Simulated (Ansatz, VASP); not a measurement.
# Cross-check of MoS2 between VASP and Ansatz, part 3 of 3

Wanted: the spread between two codes on one cell, functional and k mesh. The cell is taken from a series of runs on this material, whose earlier steps may have relaxed, scaled, displaced or heated it; both programs get it as it stands.

VASP 6.6.1 and Ansatz 0.2.0.

So far: The structure; VASP: zone-centre phonons, LDA.

## 3. Ansatz: zone-centre phonons, LDA

Level of this step: Ansatz beside VASP: Kohn-Sham DFT, plane waves, LDA (Ansatz).

Ansatz runs on its default PAW (the set named soft_2) files.

The same cell, functional (in two slightly different forms) and mesh now go to Ansatz, which takes its cutoff from its data sets.

File input.yaml:

```yaml
crystal:
  lattice:
    - [3.1221869519, 0.0, 0.0]
    - [-1.5610934759, 2.7038932157, 0.0]
    - [0.0, 0.0, 12.0759817826]
  atoms:
    - { symbol: Mo, position: [0.3333333333, 0.6666666667, 0.25] }
    - { symbol: Mo, position: [0.6666666667, 0.3333333333, 0.75] }
    - { symbol: S, position: [0.3333333333, 0.6666666667, 0.6213020515] }
    - { symbol: S, position: [0.6666666667, 0.3333333333, 0.1213020515] }
    - { symbol: S, position: [0.3333333333, 0.6666666667, 0.8786979485] }
    - { symbol: S, position: [0.6666666667, 0.3333333333, 0.3786979485] }
kpoints:
  mp_grid: { grid: [12, 12, 3] }
hamiltonian:
  xc: lda
scf:
  occupations: { method: fixed }
output:
  eigenvalues: true
phonons:
  method: dfpt
  dielectric: true
  rigid_motions: translations
```

Run with:

```
$ ansatz run input.yaml --threads 8 --pin off --max-ram 16384MiB --backend cpu --events-out ev --progress --plain --runs-dir out
```

Numbers of over 12 decimals in the logs are rounded to 6 here.

The program printed:

```text
Engine: ansatz 0.2.0, aarch64-unknown-linux-gnu
Pseudopotentials: kind: paw
Pseudopotential: Mo, paw, valence charge 14, recommended cutoff 420 eV (normal), Mo.paw.azcp
Pseudopotential: S, paw, valence charge 6, recommended cutoff 420 eV (normal), S.paw.azcp
Functional definition: SPW92
  exchange = slater_x
  correlation = pw_c
Crystal: 6 atoms, lattice volume = 101.946 Å³
Basis set: ecut = 420 eV, 1997 PW (Γ), exchange–correlation on 48×48×180 points (8 copies of the dense FFT grid, shifted against one another)
Bands: 32, of which v1, the nominal top of the filled ones, is band 26 counted from 1 (25 counted from 0)
Symmetry: 24 space group operations
k-points: 121 of 432 (irreducible under 2 space group operations, time reversal used)
Non-local potential: Mo, projectors of the file, l = 0: 3, l = 1: 2, l = 2: 2, l = 3: 1
Non-local potential: S, projectors of the file, l = 0: 2, l = 1: 2, l = 2: 2
PAW form: soft (Blöchl's): semilocal exchange-correlation on the pseudo side does not see the compensation charge
PAW frozen core: Mo, regenerated for the run's functional, and the local potential with it (the file was generated under x = pbe(κ = 0.804, μ = 0.219515), c = pbe(β = 0.066725))
PAW frozen core: S, regenerated for the run's functional, and the local potential with it (the file was generated under x = pbe(κ = 0.804, μ = 0.219515), c = pbe(β = 0.066725))
PAW one-centre angular grid: Mo, 590 points (default); XC on 64 Gauss nodes
PAW one-centre angular grid: S, 110 points (default); XC on 64 Gauss nodes
Initial density: superposition of atomic densities (neutral atoms: chi_scale 0, normalization atom), corrected by the library's trained network
Initial wavefunctions: pseudopotential atomic-orbital guess
Functional: x = slater, c = lda
SCF iter   1: F=—  HF=-13169.777683 eV  |F-HF|=—  |Δ(HF+E_count)|=         —  Δρ=7.73e-3  dr2=2.71e-2  ethr=1.77e-3  ⟨swp⟩=5.0  Hψ=14222  notcnv=0  defer=407
preconditioner: auto → Resta (q_TF=auto, 2.439 Å⁻¹)  ε∞=8.8  [insulator: Δε(μ)=0.725 eV  Ē_g=7.917 eV  n_scr=26 (ndim 8)  ℏωp=22.1 eV  f_vac=0.009  ε∞_Penn≈8.8]
SCF iter   2: F=—  HF=-13169.778840 eV  |F-HF|=—  |Δ(HF+E_count)|=   1.16e-3  Δρ=4.28e-3  dr2=6.29e-3  ethr=5.20e-5  ⟨swp⟩=2.1  Hψ=7005  notcnv=0  defer=482
SCF iter   3: F=—  HF=-13169.779251 eV  |F-HF|=—  |Δ(HF+E_count)|=   4.11e-4  Δρ=1.70e-3  dr2=1.81e-3  ethr=1.21e-5  ⟨swp⟩=2.2  Hψ=5188  notcnv=0  defer=484
SCF iter   4: F=—  HF=-13169.779177 eV  |F-HF|=—  |Δ(HF+E_count)|=   7.32e-5  Δρ=2.16e-4  dr2=1.40e-4  ethr=3.47e-6  ⟨swp⟩=2.0  Hψ=5157  notcnv=0  defer=469
SCF iter   5: F=—  HF=-13169.779163 eV  |F-HF|=—  |Δ(HF+E_count)|=   1.39e-5  Δρ=5.65e-5  dr2=3.62e-6  ethr=2.70e-7  ⟨swp⟩=2.0  Hψ=5244  notcnv=0  defer=207
SCF iter   6: F=—  HF=-13169.779165 eV  |F-HF|=—  |Δ(HF+E_count)|=   2.06e-6  Δρ=1.68e-5  dr2=3.25e-7  ethr=6.97e-9  ⟨swp⟩=2.2  Hψ=5396  notcnv=0  defer=196
SCF iter   7: F=—  HF=-13169.779165 eV  |F-HF|=—  |Δ(HF+E_count)|=   3.66e-8  Δρ=2.73e-6  dr2=9.79e-9  ethr=6.25e-10  ⟨swp⟩=2.5  Hψ=5991  notcnv=0  defer=196
SCF iter   8: F=—  HF=-13169.779165 eV  |F-HF|=—  |Δ(HF+E_count)|=   2.32e-9  Δρ=5.54e-7  dr2=3.11e-10  ethr=1.88e-11  ⟨swp⟩=2.0  Hψ=5265  notcnv=0  defer=196
SCF iter   9: F=-13169.779165 eV  HF=-13169.779165 eV  |F-HF|=9.09e-12  |Δ(HF+E_count)|=  1.29e-10  Δρ=1.35e-7  dr2=2.17e-11  ethr=1.00e-12  ⟨swp⟩=12.2  Hψ=24241  notcnv=0
SCF 1 converged in 9 iterations: F = -13169.779165 eV  dr2 = 2.17e-11
  greatest PAW one-centre occupation: 0.999 electrons in one spin orbital (limit 2), on the Mo atom at site 1 (counted from 0), in its partial waves of l = 0
NSCF: frozen V_eff on 4 k-points
DFPT response loops at Γ: preconditioner auto → Resta (q_TF=auto, 2.439 Å⁻¹)  ε∞=9.1 (no band partly filled); β = 1.00, the filter's whole step (`scf.mixing.beta` (0.50) is not read by the response loops at its default; to damp them type it under 1.00, their step now; it binds the ground state too); Broyden in place of MSR1
── the response to a field inside a basis, on 12×12×4 k-points: an SCF that follows is theirs, and a resumed run solves both again ──
Bands: 27, of which v1, the nominal top of the filled ones, is band 26 counted from 1 (25 counted from 0)
k-points: 84 of 576 (irreducible under 8 space group operations)
Initial density: handed on by an earlier stage of this run
Initial wavefunctions: pseudopotential atomic-orbital guess (no wavefunctions were taken with the density)
Eigensolver: Dense (84 Hₖ)
SCF iter   1: F=—  HF=-13169.732609 eV  |F-HF|=—  |Δ(HF+E_count)|=         —  Δρ=2.28e-4  dr2=1.36e-5  ethr=1.00e-1
preconditioner: auto → Resta (q_TF=auto, 2.439 Å⁻¹)  ε∞=10.3  [insulator: Δε(μ)=0.833 eV  Ē_g=7.223 eV  n_scr=26 (ndim 8)  ℏωp=22.1 eV  f_vac=0.006  ε∞_Penn≈10.3]
SCF iter   2: F=—  HF=-13169.732612 eV  |F-HF|=—  |Δ(HF+E_count)|=   3.02e-6  Δρ=1.27e-4  dr2=4.69e-6  ethr=2.61e-8
SCF iter   3: F=—  HF=-13169.732613 eV  |F-HF|=—  |Δ(HF+E_count)|=   1.28e-6  Δρ=9.77e-6  dr2=1.91e-7  ethr=9.02e-9
SCF iter   4: F=-13169.732613 eV  HF=-13169.732613 eV  |F-HF|=6.74e-9  |Δ(HF+E_count)|=   1.88e-8  Δρ=5.39e-6  dr2=2.29e-8  ethr=3.68e-10
SCF 1 converged in 4 iterations: F = -13169.732613 eV  dr2 = 2.29e-8
DFPT response loops at Γ: preconditioner auto → Resta (q_TF=auto, 2.439 Å⁻¹)  ε∞=8.5 (no band partly filled); β = 1.00, the filter's whole step (`scf.mixing.beta` (0.50) is not read by the response loops at its default; to damp them type it under 1.00, their step now; it binds the ground state too); Broyden in place of MSR1
SCF converged after 9 iterations
Free energy (F): -13169.779165 eV
Harris-Foulkes:  -13169.779165 eV  (|F-HF|=9.09e-12)
Internal energy: -13169.779165 eV  (E = F + TS)
E sigma→0 (E₀):  -13169.779165 eV
Fermi energy:    11.548412 eV
--- Per-component energies (eV) ---
  E_band       = -283.796673
  E_kinetic    = 1319.591893
  E_local      = -3798.905259  (includes V_loc(G=0)·N_el)
  E_nonlocal   = 412.828135
  E_hartree    = 1456.351366
  E_xc         = -753.989347
  E_vxc        = -813.608594  (∫ρ·V_xc dr)
  E_paw        = -8453.777465  (= ΣΔE_a)
  E_vpaw       = -316.405803  (= ΣTr[D̂ρ^β])
  E_aug_tail   = 0.000047  (compensation charges beyond the density's cutoff)
  E_ewald      = -3353.436957
  E_core_change = 1.558423  (= ΣΔE_core)
  E_smearing   = -0.000000  (= −TS)
  E_closure    = 0.000000  (closes the sum)
  Σ components = -13169.779165   (vs F -13169.779165, Δ=0.00e0)
--- Band table (eV; the first three rows and the last of 121) ---
  k-point 0: bands = [... 22 lower, 9.3355, 10.1443, 10.4036, 11.5484, 13.6808, 13.6808, 13.7120, 13.7120, ... 2 higher]
  k-point 1: bands = [... 22 lower, 9.3214, 9.3214, 11.0169, 11.4234, 13.6815, 13.6815, 13.6934, 13.6934, ... 2 higher]
  k-point 2: bands = [... 22 lower, 9.4091, 10.1674, 10.5514, 11.3236, 13.5541, 13.5903, 13.6865, 13.7228, ... 2 higher]
  k-point 120: bands = [... 22 lower, 8.9894, 9.2295, 10.2028, 10.2695, 12.8393, 13.1553, 13.5775, 13.7104, ... 2 higher]
--- Phonons (Γ-DFPT): 4 representative perturbations + reference, on 121 of 432 k-points (Σ response iterations 13) ---
  k mesh reduced under 2 symmetry operations, with k and −k counted as one. Each operation leaves every solved perturbation unchanged. A smaller set is not considered because the run solves the response to a homogeneous field
  ASR residual: 6.906e-5 → 0.000e0 eV/Å²; symmetrization residual: 1.043e-5 eV/Å²
  ASR residual per site (eV/Å²): 6.91e-5 6.91e-5 5.62e-5 5.62e-5 5.62e-5 5.62e-5
  Γ frequencies (cm⁻¹): 0.00 0.00 0.00 35.24 35.24 55.58 287.85 287.85 290.47 290.47 388.62 388.62 389.12 389.12 409.34 413.64 470.69 474.62
  ε∞ (high-frequency dielectric tensor):
       15.423731    -0.000000     0.000000
        0.000000    15.423731     0.000000
        0.000000     0.000000     7.385840
  ε⁰ (static dielectric tensor: ions relaxed, cell fixed):
       15.645664    -0.000000     0.000000
        0.000000    15.645664     0.000000
        0.000000     0.000000     7.464049
  ε⁰ − ε∞ (ionic part):
        0.221933     0.000000     0.000000
        0.000000     0.221933     0.000000
        0.000000     0.000000     0.078209
  softest optical mode at Γ: 35.24 cm⁻¹; the repairs (sum rule, projections) moved no ω² at Γ by more than (1.44 cm⁻¹)²
  Born effective charges Z* (e; rows j = field, columns β = displacement):
    site 0:
        -1.15668   -0.00000    0.00000
        -0.00000   -1.15668    0.00000
         0.00000    0.00000   -0.83060
    site 1:
        -1.15668   -0.00000    0.00000
        -0.00000   -1.15668    0.00000
         0.00000    0.00000   -0.83060
    site 2:
         0.57834    0.00000   -0.00000
         0.00000    0.57834    0.00000
        -0.00000    0.00000    0.41530
    site 3:
         0.57834    0.00000    0.00000
         0.00000    0.57834   -0.00000
         0.00000   -0.00000    0.41530
    site 4:
         0.57834    0.00000    0.00000
         0.00000    0.57834   -0.00000
         0.00000   -0.00000    0.41530
    site 5:
[...]
Z* charge neutrality: 6.070e-3 e pre-enforcement
  solved inside a basis spanned on kpoints, on 12×12×4 k-points, its susceptibility summed on 16×16×4: ε∞ is read to err by 7.2e-2, Z* by 1.7e-2 e (field_mesh: kpoints solves on kpoints); Z* is corrected for what the basis lacks
  optical modes at Γ without the LO–TO term, one row a degenerate level:
      ω (cm⁻¹)  modes    IR ((D/Å)²/amu)
[...]
optical modes at Γ + LO–TO along q̂ = [1.0000, 0.0000, 0.0000]:
      ω (cm⁻¹)  modes    IR ((D/Å)²/amu)
[...]
optical modes at Γ + LO–TO along q̂ = [0.0000, 1.0000, 0.0000]:
      ω (cm⁻¹)  modes    IR ((D/Å)²/amu)
[...]
optical modes at Γ + LO–TO along q̂ = [0.0000, 0.0000, 1.0000]:
      ω (cm⁻¹)  modes    IR ((D/Å)²/amu)
[...]
287.85      2             0.0000
        290.47      2             0.0000
        388.62      2             0.0000
        389.12      2             3.2123
        409.34      1             0.0000
        413.64      1             0.0000
        473.18      1             0.8282
        474.62      1             0.0000
```

The column dr2 measures how far the density is from self-consistency, as an energy; F and HF (Harris–Foulkes) agree once it is small.

## 4. Side by side

Known differences besides the potentials themselves: fixed occupations in Ansatz, narrow Gaussian smearing in VASP; VASP's response is taken on the typed mesh, Ansatz refines its own for the field response alone; the cutoff is 420 eV in Ansatz and 500 eV in VASP; VASP's log shows a relativistic correction to its local exchange, Ansatz's none. Total energies have different zeros and are not compared.

Compared:

| quantity | Ansatz | VASP | difference |
| --- | --- | --- | --- |
| ε∞ xx | 15.42 | 15.39 | +0.25 % |
| ε∞ yy | 15.42 | 15.39 | +0.25 % |
| ε∞ zz | 7.39 | 7.36 | +0.31 % |
| Born charge of Mo1 (mean of the diagonal) (e) | -1.05 | -1.02 | -0.03 |
| Born charge of S3 (mean of the diagonal) (e) | 0.52 | 0.51 | +0.01 |
| optical mode 1 to 2 (cm⁻¹) | 35.2 | 35.8 | -0.6 |
| optical mode 3 (cm⁻¹) | 55.6 | 57.2 | -2.91 % |
| optical mode 4 to 5 (cm⁻¹) | 287.9 | 287.4 | +0.15 % |
| optical mode 6 to 7 (cm⁻¹) | 290.5 | 290.1 | +0.13 % |
| optical mode 8 to 9 (cm⁻¹) | 388.6 | 388.4 | +0.07 % |
| optical mode 10 to 11 (cm⁻¹) | 389.1 | 388.9 | +0.06 % |
| optical mode 12 (cm⁻¹) | 409.3 | 408.9 | +0.11 % |
| optical mode 13 (cm⁻¹) | 413.6 | 412.9 | +0.19 % |
| optical mode 14 (cm⁻¹) | 470.7 | 470.8 | -0.03 % |
| optical mode 15 (cm⁻¹) | 474.6 | 475.2 | -0.12 % |

Modes are paired by rising frequency, not by their patterns, so a pair may set unlike modes beside each other; they are those without the splitting of longitudinal modes.

## 5. Results

```json
{"r.m.s. difference of the optical zone-centre modes, each program's sorted by frequency (zone-centre phonons, LDA)": "0.60 cm⁻¹", "difference in optical mode 3 (zone-centre phonons, LDA)": "-2.9 %"}
```

The r.m.s. difference of the optical zone-centre modes, each program's sorted by frequency is 0.60 cm⁻¹ (zone-centre phonons, LDA). Among the rows given in per cent, the largest difference of the zone-centre phonons, LDA pair is in optical mode 3, -2.9 %. How closely two codes agree says nothing of how well the functional describes the real material.

[Lines on the potential files, build, host, timing and source positions are cut from VASP's logs without a mark.]

[Logs are printed without paths, hosts, clocks, repeated set-up lines and the standing remarks that a program may print on its own settings, such as how far it seeks lower states.]

[Hosts, paths, dates, database ids (printed as entryN), source tags and the programs' standing remarks are cut or masked in the printed files.]
